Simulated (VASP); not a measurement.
Level of theory: vdW-DF-cx, VASP's PBE PAW potentials (set 64) (plane waves; VASP 6.6.1).

VASP input:

### INCAR
```
# general
SYSTEM  =BP
PREC    =Accurate
ENCUT   =520
LREAL   =.FALSE.
LASPH   =.TRUE.

# electronic loop
EDIFF   =1E-7
NELM    =100
ALGO    =Normal

# smearing
ISMEAR  =0
SIGMA   =0.05

# functional
GGA     =CX
LUSE_VDW=.TRUE.
AGGAC   =0.0

# ions
ISIF    =2

# output
LWAVE   =.FALSE.
LCHARG  =.FALSE.
```

### POSCAR
```
BP
1
    0.0000000000     2.2689306011     2.2689306011
    2.2689306011     0.0000000000     2.2689306011
    2.2689306011     2.2689306011     0.0000000000
B P
1 1
Direct
  0.0000000000   0.0000000000   0.0000000000
  0.2500000000   0.2500000000   0.2500000000
```

**KPOINTS**
```
kpoints
0
Gamma
  10 10 10
```

POTCAR, in this order: B P (PBE.64 set). Program: vasp_std.

The run wrote:

### OUTCAR
```
 ion  position               nearest neighbor table
   1  0.000  0.000  0.000-   2 1.96   2 1.96   2 1.96   2 1.96
   2  0.250  0.250  0.250-   1 1.96   1 1.96   1 1.96   1 1.96
  LATTYP: Found a face centered cubic cell.
 ALAT       =     4.5378612022
 Subroutine PRICEL returns:
 Original cell was already a primitive cell.
 Subroutine GETGRP returns: Found 24 space group operations
The static configuration has the point symmetry T_d .
The dynamic configuration has the point symmetry T_d .
 Subroutine INISYM returns: Found 24 space group operations
 Subroutine IBZKPT returns following result:
 Found     47 irreducible k-points:

 Following reciprocal coordinates:
            Coordinates               Weight
  0.000000  0.000000  0.000000      1.000000
  0.100000  0.000000  0.000000      8.000000
  0.200000  0.000000  0.000000      8.000000
  0.300000  0.000000  0.000000      8.000000
  0.400000  0.000000  0.000000      8.000000
  0.500000  0.000000  0.000000      4.000000
  0.100000  0.100000  0.000000      6.000000
  0.200000  0.100000  0.000000     24.000000
  0.300000  0.100000  0.000000     24.000000
...
```

File OSZICAR:
```
       N       E                     dE             d eps       ncg     rms          rms(c)
DAV:   1     0.128168248090E+02    0.12817E+02   -0.41260E+03   752   0.900E+02
DAV:   2    -0.115558420362E+02   -0.24373E+02   -0.23621E+02  1200   0.113E+02
DAV:   3    -0.118204078328E+02   -0.26457E+00   -0.26457E+00   832   0.156E+01
DAV:   4    -0.118212168882E+02   -0.80906E-03   -0.80906E-03  1248   0.873E-01
DAV:   5    -0.118212170426E+02   -0.15447E-06   -0.15447E-06   880   0.121E-02    0.707E+00
DAV:   6    -0.112997856527E+02    0.52143E+00   -0.13101E+00   800   0.606E+00    0.391E+00
DAV:   7    -0.112109089172E+02    0.88877E-01   -0.27588E-01  1136   0.309E+00    0.123E+00
DAV:   8    -0.112045237495E+02    0.63852E-02   -0.26877E-02   840   0.113E+00    0.200E-01
DAV:   9    -0.112047424479E+02   -0.21870E-03   -0.42465E-04  1080   0.194E-01    0.119E-01
DAV:  10    -0.112048586375E+02   -0.11619E-03   -0.19914E-04   824   0.111E-01    0.235E-02
DAV:  11    -0.112048670124E+02   -0.83749E-05   -0.94976E-06  1008   0.286E-02    0.326E-02
DAV:  12    -0.112048675126E+02   -0.50021E-06   -0.29638E-06   848   0.106E-02    0.808E-03
DAV:  13    -0.112048675244E+02   -0.11806E-07   -0.58524E-08   544   0.235E-03
   1 F= -.11204868E+02 E0= -.11204868E+02  d E =-.114890E-16
```

File OUTCAR:
```
------------------------ aborting loop because EDIFF is reached ----------------------------------------
  FORCE on cell =-STRESS in cart. coord.  units (eV):
  Direction    XX          YY          ZZ          XY          YZ          ZX
  --------------------------------------------------------------------------------------
  Total        0.0003241      0.0003241      0.0003241     -0.0000000      0.0000000      0.0000000
  in kB        0.0222270      0.0222270      0.0222270     -0.0000000      0.0000000      0.0000000
  external PRESSURE =       0.0222270 kB  Pullay stress =       0.0000000 kB
  volume of cell :       23.36
      direct lattice vectors                 reciprocal lattice vectors
     0.000000000  2.268930601  2.268930601    -0.220368133  0.220368133  0.220368133
     2.268930601  0.000000000  2.268930601     0.220368133 -0.220368133  0.220368133
     2.268930601  2.268930601  0.000000000     0.220368133  0.220368133 -0.220368133
  FREE ENERGIE OF THE ION-ELECTRON SYSTEM (eV)
  ---------------------------------------------------
  free  energy   TOTEN  =       -11.2048675244 eV

  energy  without entropy=      -11.2048675244  energy(sigma->0) =      -11.20486752
```
(Selected blocks of OUTCAR.)

### OUTCAR
```
 val. band max:        7.4338912242   @ k =   0.0000   0.0000   0.0000

 cond. band min:       8.6426689259   @ k =   0.4000   0.4000   0.0000


 Fermi energy:         7.7060486444

 k-point     1 :       0.0000    0.0000    0.0000
  band No.  band energies     occupation
      1      -8.0295      2.00000
      2       7.4339      2.00000
      3       7.4339      2.00000
      4       7.4339      2.00000
      5      10.8377      0.00000
      6      10.8377      0.00000
      7      10.8377      0.00000
      8      14.8539      0.00000

 k-point     2 :       0.1000    0.0000    0.0000
  band No.  band energies     occupation
      1      -7.8490      2.00000
      2       6.1308      2.00000
      3       7.1387      2.00000
      4       7.1387      2.00000
      5      11.2470      0.00000
      6      11.2470      0.00000
      7      11.2740      0.00000
      8      15.3683      0.00000

 k-point     3 :       0.2000    0.0000    0.0000
  band No.  band energies     occupation
      1      -7.3143      2.00000
      2       3.7858      2.00000
      3       6.5791      2.00000
      4       6.5791      2.00000
      5      11.4736      0.00000
      6      11.9671      0.00000
      7      11.9671      0.00000
      8      16.5199      0.00000

 k-point     4 :       0.3000    0.0000    0.0000
  band No.  band energies     occupation
      1      -6.4548      2.00000
      2       1.4220      2.00000
      3       6.0901      2.00000
      4       6.0901      2.00000
      5      11.3823      0.00000
      6      12.2912      0.00000
      7      12.2912      0.00000
      8      17.3943      0.00000

 k-point     5 :       0.4000    0.0000    0.0000
  band No.  band energies     occupation
      1      -5.3823      2.00000
      2      -0.6050      2.00000
      3       5.7802      2.00000
      4       5.7802      2.00000
      5      11.2690      0.00000
      6      12.2154      0.00000
      7      12.2154      0.00000
...
```

The compound is BP in the zinc blende structure. It was relaxed first.
